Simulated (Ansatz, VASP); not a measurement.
## BiTe in two plane-wave programs

Aim: how closely do two programs agree when they are given the same cell, functional and k mesh? The cell is taken from a series of runs on this material, whose earlier steps may have relaxed, scaled, displaced or heated it; both programs get it as it stands.

Method: plane waves, with VASP 6.6.1 beside it; relaxation of cell and atoms at PBEsol, in Ansatz 0.2.0.

### Step 1. Set-up

The structure is monoclinic, space group P2_1/m (No. 11). Conventional cell: a = 4.522 Å, b = 6.396 Å, c = 4.522 Å, α = 90.00°, β = 90.09°, γ = 90.00°. Nearest to Bi lie 6 Te at 3.15 to 3.25 Å. Nearest to Te lie 6 Bi at 3.15 to 3.25 Å. Farther neighbours and most contacts between anions are not listed.

### Step 2. Ansatz: relaxation of cell and atoms, PBEsol

Ansatz runs on its PAW soft_1 files.

The relaxed volume is the usual yardstick between codes: in a stiff, nearly cubic crystal its relative difference is about their pressure difference at one cell divided by the bulk modulus.

Input file input.yaml:

```yaml
crystal:
  lattice:
    - [3.1953153536, -3.2001637164, 0.0]
    - [3.1953153536, 3.2001637164, 0.0]
    - [0.0, 0.0, 6.3957118186]
  atoms:
    - { symbol: Bi, position: [0.2632053653, 0.7481178041, 0.25] }
    - { symbol: Bi, position: [0.7367946347, 0.2518821959, 0.75] }
    - { symbol: Te, position: [0.2227372411, 0.7522261065, 0.75] }
    - { symbol: Te, position: [0.7772627589, 0.2477738935, 0.25] }
kpoints:
  mp_grid: { grid: [10, 10, 8] }
hamiltonian:
  xc: pbesol
  pseudopotentials: { kind: paw, azcp: { folder: soft_1 }, xc_functional: pbe }
scf:
  occupations: { method: methfessel_paxton, width: 0.2 }
output:
  forces: true
  stress: true
  eigenvalues: true
relax:
  adjacent_minimum: "off"
  f_tol: 0.002
  max_steps: 120
  cell: { stress_tol: 0.03 }
```

Run with:

```
> ansatz run input.yaml --threads 4 --pin off --max-ram 10240MiB --backend cpu --events-out ev --progress --plain --runs-dir out
```

Numbers of over 12 decimals in the logs are rounded to 6 here.

The program printed:

```text
Engine: ansatz 0.2.0, aarch64-unknown-linux-gnu
Pseudopotentials: kind: paw
Pseudopotential: Bi, paw, valence charge 15, recommended cutoff 420 eV (normal), soft_1/Bi.paw.azcp
Pseudopotential: Te, paw, valence charge 16, recommended cutoff 420 eV (normal), soft_1/Te.paw.azcp
Functional definition: PBEsol
  exchange = pbesol_x
  correlation = pbesol_c
Crystal: 4 atoms, lattice volume = 130.799 Å³
Basis set: ecut = 420 eV, 2541 PW (Γ), exchange–correlation on 64×64×90 points (8 copies of the dense FFT grid, shifted against one another)
Bands: 38, of which v1, the nominal top of the filled ones, is band 31 counted from 1 (30 counted from 0)
Symmetry: 4 space group operations
Space group: P21/m (ITA 11), of the structure as read, at distance tolerance 5.1e-5 Å
k-points: 260 of 800
Non-local potential: Bi, projectors of the file, l = 0: 2, l = 1: 2, l = 2: 2, l = 3: 1
Non-local potential: Te, projectors of the file, l = 0: 2, l = 1: 2, l = 2: 2, l = 3: 1
PAW form: soft (Blöchl's): semilocal exchange-correlation on the pseudo side does not see the compensation charge
PAW frozen core: Bi, regenerated for the run's functional, and the local potential with it (the file was generated under x = pbe(κ = 0.804, μ = 0.219515), c = pbe(β = 0.066725))
PAW frozen core: Te, regenerated for the run's functional, and the local potential with it (the file was generated under x = pbe(κ = 0.804, μ = 0.219515), c = pbe(β = 0.066725))
PAW one-centre angular grid: Bi, 590 points (default); XC on 64 Gauss nodes
PAW one-centre angular grid: Te, 590 points (default); XC on 64 Gauss nodes
Initial density: superposition of atomic densities (chi_scale 0.1, normalization cell, long waves kept (reshape's long-wave potential 0.00 eV rms))
Initial wavefunctions: pseudopotential atomic-orbital guess
Functional: x = pbesol(κ = 0.804, μ = 0.123457), c = pbesol(β = 0.046)
SCF iter   1: F=—  HF=-38292.474551 eV  |F-HF|=—  |Δ(HF+E_count)|=         —  Δρ=9.58e-3  dr2=1.12e-1  ethr=3.10e-3  ⟨swp⟩=10.3  Hψ=47606  notcnv=0
preconditioner: auto → Kerker (q_TF=auto, 2.409 Å⁻¹)  [metal: Δε(μ)=0.012 eV  Ē_g=8.698 eV  σ=0.200 eV  W_gap=0.05  n_scr=36 (ndim 8)  ℏωp=15.2 eV  f_vac=0.000  D(μ)=2.41/eV (n_scr^D=14)]
SCF iter   2: F=—  HF=-38292.463735 eV  |F-HF|=—  |Δ(HF+E_count)|=   1.08e-2  S|Δr|=    0.00e0  Δρ=6.25e-3  dr2=5.02e-2  ethr=1.81e-4  ⟨swp⟩=1.1  Hψ=12010  notcnv=0  defer=7
SCF iter   3: F=—  HF=-38292.458062 eV  |F-HF|=—  |Δ(HF+E_count)|=   5.67e-3  S|Δr|=    0.00e0  Δρ=8.19e-4  dr2=8.63e-4  ethr=8.10e-5  ⟨swp⟩=2.8  Hψ=17591  notcnv=0  defer=7
SCF iter   4: F=—  HF=-38292.458274 eV  |F-HF|=—  |Δ(HF+E_count)|=   2.11e-4  S|Δr|=    0.00e0  Δρ=2.79e-4  dr2=1.41e-4  ethr=1.39e-6  ⟨swp⟩=2.0  Hψ=14281  notcnv=0  defer=7
SCF iter   5: F=—  HF=-38292.458335 eV  |F-HF|=—  |Δ(HF+E_count)|=   6.09e-5  S|Δr|=    0.00e0  Δρ=1.29e-4  dr2=4.03e-5  ethr=2.27e-7  ⟨swp⟩=2.2  Hψ=15170  notcnv=0  defer=7
SCF iter   6: F=—  HF=-38292.458355 eV  |F-HF|=—  |Δ(HF+E_count)|=   2.05e-5  S|Δr|=    0.00e0  Δρ=3.03e-5  dr2=1.85e-6  ethr=6.50e-8  ⟨swp⟩=2.0  Hψ=12114  notcnv=0  defer=7
SCF iter   7: F=-38292.458355 eV  HF=-38292.458355 eV  |F-HF|=9.24e-9  |Δ(HF+E_count)|=   4.68e-7  S|Δr|=    0.00e0  Δρ=6.32e-6  dr2=6.87e-8  ethr=1.61e-10  ⟨swp⟩=8.7  Hψ=49829  notcnv=0
SCF 1 converged in 7 iterations: F = -38292.458355 eV  dr2 = 6.87e-8
  greatest PAW one-centre occupation: 0.998 electrons in one spin orbital (limit 2), on the Te atom at site 3 (counted from 0), in its partial waves of l = 2
relax step   1: F+E_penalty+E_count = -38292.45835546 eV  Δ(F+E_penalty+E_count) = +0.000e0 eV  max|allowed force component| = 1.413e-2 eV/Å  Δτ_max = 0.0000 Å  P = +0.010 GPa  Ω = 130.799 Å³  (7 SCF iters, dr2 threshold 1.00e-7 eV, accepted)
[...]
relax step   4: F+E_penalty+E_count = -38292.45856071 eV  Δ(F+E_penalty+E_count) = -8.905e-6 eV  max|allowed force component| = 1.587e-3 eV/Å  Δτ_max = 0.0030 Å  P = +0.003 GPa  Ω = 130.790 Å³  energy of the carried Pulay correction = +1.249e-6 eV  (6 SCF iters, dr2 threshold 4.18e-10 eV, accepted)
[...]
relax step   5: F+E_penalty+E_count = -38292.45856399 eV  Δ(F+E_penalty+E_count) = -3.282e-6 eV  max|allowed force component| = 5.049e-4 eV/Å  Δτ_max = 0.0024 Å  P = +0.002 GPa  Ω = 130.792 Å³  energy of the carried Pulay correction = +8.979e-7 eV  (7 SCF iters, accepted)
[...]
relax step   6: F+E_penalty+E_count = -38292.45856204 eV  Δ(F+E_penalty+E_count) = +1.956e-6 eV  max|allowed force component| = 5.032e-4 eV/Å  Δτ_max = 0.0000 Å  P = +0.002 GPa  Ω = 130.792 Å³  stress off target by 7.58e-3 GPa  SCF on the basis re-selected at this cell (its energy is not comparable with the rows above)  (5 SCF iters)
basis re-selected at this cell: Δ(F+E_penalty+E_count) = +1.956e-6 eV, ΔP = -0.000 GPa vs the last step (what re-selecting the basis moved, of the pressure what is left beyond the Pulay correction that the steps carried, after the strain that the cell walked since its last selection, with what the two solves' SCF thresholds leave and, on support functions, any second-order correction that the steps lacked; it is no m [...]
SCF converged after 5 iterations
Stability not checked: this state was not tested for a lower state beside it, because cold or Methfessel-Paxton smearing, or corrected tetrahedra, fill the levels in a way that the test cannot read (fill_not_monotonic; see scf.lower_state_search)
Free energy (F): -38292.458562 eV
Harris-Foulkes:  -38292.458562 eV  (|F-HF|=7.28e-12)
Internal energy: -38292.459464 eV  (E = F + TS)
E sigma→0 (E₀):  -38292.458788 eV
Entropy (-TS):   0.000902 eV (0.226 meV/atom)
Fermi energy:    10.212392 eV
Step filling:    the computed levels leave a gap of 0.0000 eV = 0.0 smearing widths at the electron count; against every level under it full and every level over it empty, smearing changes F+E_penalty+E_count by +0.562 meV and its σ→0 estimate by +0.336 meV
--- Per-component energies (eV) ---
  E_band       = -704.947704
  E_kinetic    = 851.883872
  E_local      = -5753.842012  (includes V_loc(G=0)·N_el)
  E_nonlocal   = 956.170529
  E_hartree    = 2542.456886
  E_xc         = -545.359201
  E_vxc        = -467.333564  (∫ρ·V_xc dr)
  E_paw        = -30201.745041  (= ΣΔE_a)
  E_vpaw       = -1376.741132  (= ΣTr[D̂ρ^β])
  E_aug_tail   = 0.000588  (compensation charges beyond the density's cutoff)
  E_ewald      = -6142.954296
  E_core_change = 0.929211  (= ΣΔE_core)
  E_smearing   = 0.000902  (= −TS)
  E_closure    = 0.000000  (closes the sum)
  Σ components = -38292.458562   (vs F -38292.458562, Δ=0.00e0)
--- Forces (eV/Å), atoms counted from 1 ---
  atom   1  Bi    -0.00036621    -0.00031938    -0.00000000
  atom   2  Bi     0.00036621     0.00031938     0.00000000
  atom   3  Te    -0.00050318    -0.00045740     0.00000000
  atom   4  Te     0.00050318     0.00045740    -0.00000000
  max |Σ_I F_I| component: 1.08e-19 eV/Å
--- Stress (GPa, compression-positive) ---
        0.002344       0.002600      -0.000000
        0.002600       0.006288       0.000000
       -0.000000       0.000000      -0.002481
  P = ⅓ Tr σ = 0.0021 GPa (0.021 kbar)
--- Band table (eV; the first three rows and the last of 260) ---
  k-point 0: bands = [... 27 lower, 7.5671, 7.5773, 7.6112, 12.1836, 12.4292, 12.4410, 12.5297, 13.8298, ... 3 higher]
  k-point 1: bands = [... 27 lower, 7.4896, 7.4984, 7.8554, 11.7760, 12.2158, 12.4706, 12.5709, 13.7396, ... 3 higher]
  k-point 2: bands = [... 27 lower, 7.2814, 7.2865, 8.4496, 10.5577, 12.3202, 12.5726, 12.7011, 13.4897, ... 3 higher]
  k-point 259: bands = [... 27 lower, 5.0154, 8.6201, 8.6201, 9.9565, 9.9565, 14.2455, 14.2455, 14.2558, ... 3 higher]
--- Relaxed structure (5 steps of the walk, 5 accepted, 1 SCFs on fresh bases) ---
  F+E_penalty+E_count = -38292.45856204 eV   max|allowed force component| = 5.032e-4 eV/Å   (the final SCF, on the basis selected at the relaxed cell)
  cell:  # Å, volume = 130.7923 Å³
    - [3.197947, -3.198034, 0]
    - [3.199756, 3.199840, 0]
    - [0, 0, 6.390760]
  atoms:
    - { symbol: Bi, position: [0.263315, 0.749802, 0.250000] }
    - { symbol: Bi, position: [0.736685, 0.250198, 0.75] }
    - { symbol: Te, position: [0.224168, 0.750421, 0.75] }
    - { symbol: Te, position: [0.775832, 0.249579, 0.250000] }
```

### Step 3. VASP: relaxation of cell and atoms, PBEsol

The same cell, functional, mesh and smearing now go to VASP, with its own data sets.

Lines of VASP's logs that name or quote its potential files are left out, and so is its time.

Input file INCAR:

```
SYSTEM = BiTe
PREC = Accurate
ENCUT = 500
EDIFF = 1E-07
NELM = 120
ISMEAR = 1
SIGMA = 0.2
LREAL = .FALSE.
ALGO = Normal
GGA = PS
NBANDS = 27
LORBIT = 11
LWAVE = .FALSE.
LCHARG = .FALSE.
ISIF = 3
IBRION = 2
NSW = 80
EDIFFG = -0.005
LASPH = .TRUE.
GGA_COMPAT = .FALSE.
NELMIN = 4
KPAR = 2
```

Input file POSCAR:

```
BiTe
1.0
    3.1953150000     -3.2001640000      0.0000000000
    3.1953150000      3.2001640000      0.0000000000
    0.0000000000      0.0000000000      6.3957120000
Bi Te
2 2
Direct
    0.2632054023      0.7481177380      0.2500000000
    0.7367945977      0.2518822620      0.7500000000
    0.2227372718      0.7522260730      0.7500000000
    0.7772627282      0.2477739270      0.2500000000
```

Input file KPOINTS:

```
Automatic mesh
0
Gamma
10 10 8
0 0 0
```

PAW data sets: Bi_d and Te (PBE family, release 64).

Run with:

```
> mpirun -np 2 vasp_std
```

The program printed:

```text
[banner, memory and clock lines left out]
running    2 mpi-ranks, on    1 nodes
 distrk:  each k-point on    1 cores,    2 groups
 distr:  one band on    1 cores,    1 groups

 POSCAR found type information on POSCAR BiTe
 POSCAR found :  2 types and       4 ions
|                                                                             |
|               ----> ADVICE to this user running VASP <----                  |
|                                                                             |
|     You enforced a specific xc type in the INCAR file but a different       |
|     [... a line on the potential file left out ...]
|     I HOPE YOU KNOW WHAT YOU ARE DOING!                                     |
|                                                                             |

 LDA part: xc-table for (Slater+PW92), standard interpolation
 POSCAR, INCAR and KPOINTS ok, starting setup
 FFT: planning ... GRIDC
 FFT: planning ... GRID_SOFT
 FFT: planning ... GRID
 WAVECAR not read
 entering main loop
       N       E                     dE             d eps       ncg     rms          rms(c)
DAV:   1     0.391308984415E+03    0.39131E+03   -0.19941E+04 14056   0.155E+03
DAV:   2     0.237686765204E+02   -0.36754E+03   -0.36042E+03 14690   0.400E+02
DAV:   3    -0.144082979922E+02   -0.38177E+02   -0.37443E+02 17776   0.144E+02
DAV:   4    -0.159605106186E+02   -0.15522E+01   -0.15400E+01 16327   0.302E+01
DAV:   5    -0.160308927551E+02   -0.70382E-01   -0.70353E-01 19368   0.635E+00    0.980E+00
DAV:   6    -0.159825523855E+02    0.48340E-01   -0.14898E-01 17391   0.235E+00    0.626E+00
DAV:   7    -0.159855073600E+02   -0.29550E-02   -0.74185E-02 17372   0.157E+00    0.552E-01
DAV:   8    -0.159826027563E+02    0.29046E-02   -0.17135E-02 16460   0.904E-01    0.267E-01
DAV:   9    -0.159828142268E+02   -0.21147E-03   -0.18584E-03 16320   0.287E-01    0.176E-01
DAV:  10    -0.159828063448E+02    0.78819E-05   -0.60724E-05 19607   0.686E-02    0.952E-02
DAV:  11    -0.159828035989E+02    0.27460E-05   -0.76589E-06 16759   0.261E-02    0.277E-02
DAV:  12    -0.159828019072E+02    0.16917E-05   -0.45809E-06 16312   0.136E-02    0.275E-02
DAV:  13    -0.159828016298E+02    0.27741E-06   -0.10428E-06 16079   0.796E-03    0.110E-02
DAV:  14    -0.159828017407E+02   -0.11094E-06   -0.25603E-07 11538   0.257E-03    0.122E-03
DAV:  15    -0.159828018574E+02   -0.11669E-06   -0.17531E-08  7991   0.950E-04    0.199E-03
DAV:  16    -0.159828018373E+02    0.20041E-07   -0.30907E-09  7962   0.486E-04
   1 F= -.15982802E+02 E0= -.15983131E+02  d E =-.159828E+02
[...]
2 F= -.15982938E+02 E0= -.15983204E+02  d E =-.136501E-03
[...]
3 F= -.15982939E+02 E0= -.15983201E+02  d E =-.136908E-03
[...]
4 F= -.15982967E+02 E0= -.15983233E+02  d E =-.281824E-04
[...]
5 F= -.15982988E+02 E0= -.15983262E+02  d E =-.493163E-04
 curvature:  -1.60 expect dE=-0.519E-04 dE for cont linesearch -0.913E-08
 trial: gam= 0.98475 g(F)=  0.376E-05 g(S)=  0.288E-04 ort = 0.461E-06 (trialstep = 0.740E+00)
 search vector abs. value=  0.695E-04
 bond charge predicted
       N       E                     dE             d eps       ncg     rms          rms(c)
DAV:   1    -0.159830945267E+02   -0.10650E-03   -0.94726E-03 21228   0.740E-01    0.530E-02
DAV:   2    -0.159830199275E+02    0.74599E-04   -0.23556E-04 17164   0.164E-01    0.230E-02
DAV:   3    -0.159830033476E+02    0.16580E-04   -0.80524E-05 18603   0.966E-02    0.444E-03
DAV:   4    -0.159830041625E+02   -0.81498E-06   -0.34748E-06 15157   0.131E-02    0.619E-03
DAV:   5    -0.159830044294E+02   -0.26682E-06   -0.24051E-07  9913   0.359E-03    0.429E-03
DAV:   6    -0.159830049676E+02   -0.53823E-06   -0.16284E-07 10124   0.358E-03    0.741E-04
DAV:   7    -0.159830049904E+02   -0.22809E-07   -0.33909E-08  7563   0.185E-03
   6 F= -.15983005E+02 E0= -.15983281E+02  d E =-.169284E-04
 trial-energy change:   -0.000017  1 .order   -0.000017   -0.000024   -0.000009
 step:   1.1498(harm=  1.1498)  dis= 0.00101  next Energy=   -15.983007 (dE=-0.189E-04)
 reached required accuracy - stopping structural energy minimisation
```

(Continued in part 2 of 2.)

[Lines on the potential files, build, host, timing and source positions are cut from VASP's logs without a mark.]

[Logs are printed without paths, hosts, clocks, repeated set-up lines and the standing remarks that a program may print on its own settings, such as how far it seeks lower states.]

[Hosts, paths, dates, database ids (printed as entryN), source tags and the programs' standing remarks are cut or masked in the printed files.]
